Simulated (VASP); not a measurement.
Given:

```
SnO
1.0
    4.00461     0.00000     0.00000
    0.00000     4.00461     0.00000
    0.00000     0.00000     5.48591
Sn O
2 2
Cartesian
  2.00231   0.00000   4.29791
  0.00000   2.00231   1.18799
  2.00231   2.00231   0.00000
  0.00000   0.00000   0.00000
```

The numbers are results of vdW-DF2, VASP's PBE PAW potentials (set 64) (plane waves; VASP), not measurements. Settings: 520 eV cut-off, 6×6×4 Γ-centred mesh, Gaussian smearing of 0.050 eV, potentials Sn_d O.

### Question
The ions and cell shape at fixed volume are relaxed. Predict the relaxed structure.

### Answer

```
SnO
1.0
    3.96709     0.00000     0.00000
    0.00000     3.96709     0.00000
    0.00000     0.00000     5.59018
Sn O
2 2
Direct
  0.50000   0.00000   0.78906
  0.00000   0.50000   0.21094
  0.50000   0.50000   0.00000
  0.00000   0.00000   0.00000
```
Space group P4/nmm (129), at a tolerance of 0.03 Å.

### Question
How much energy does the relaxation gain?

### Answer
The energy (σ→0) changes by -3.2 meV/atom, in 6 ionic steps.

The compound is SnO in the litharge structure. This cell is one point of a volume scan, at 1.03 of the reference volume. Symmetry was kept, so distortions that lower it aren't found.
